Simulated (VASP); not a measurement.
Input:

```
AgLi3
1.0
    3.94577     0.00000     0.00000
    0.00000     3.94577     0.00000
    0.00000     0.00000     3.94577
Li Ag
3 1
Direct
  0.00972   0.48879   0.50030
  0.49040   0.52462   0.00493
  0.50504   0.00175   0.49619
  0.99485   0.98485   0.99858
```

Computed with PBE GGA, VASP's PBE PAW potentials (set 64) (plane waves; VASP). Run with 400 eV cut-off, 6×6×6 Γ-centred mesh, Gaussian smearing of 0.27 eV, potentials Li_sv Ag.

At this cut-off the stress carries a Pulay error, which pulls relaxed volumes low.

Task: The ions, cell shape and volume are relaxed. Which structure does the run end with?

Result: 
```
AgLi3
1.0
    3.92710     0.00037    -0.00032
    0.00037     3.92800    -0.00001
   -0.00032    -0.00001     3.92800
Li Ag
3 1
Cartesian
  3.92695   1.96383   1.96381
  1.96357   1.96400   3.92769
  1.96356   0.00056   1.96398
  3.92664   0.00067   3.92754
```
Space group Pm-3m (221), at a tolerance of 0.03 Å.

Task: How do energy and volume change from the first to the last step?

Result: The energy (σ→0) changes by -7.2 meV/atom and the volume by -1.4 %, in 11 ionic steps.

The structure was generated: Li3Ag was put into an ordered model structure, which need not be its known phase. In the starting cell atoms are displaced from their ideal sites. This run relaxes it. The run is one of a series of settings (EDIFFG = -0.01, IBRION = 2, ISIF = 3, NSW = 50 against the base run), some of them coarse on purpose.
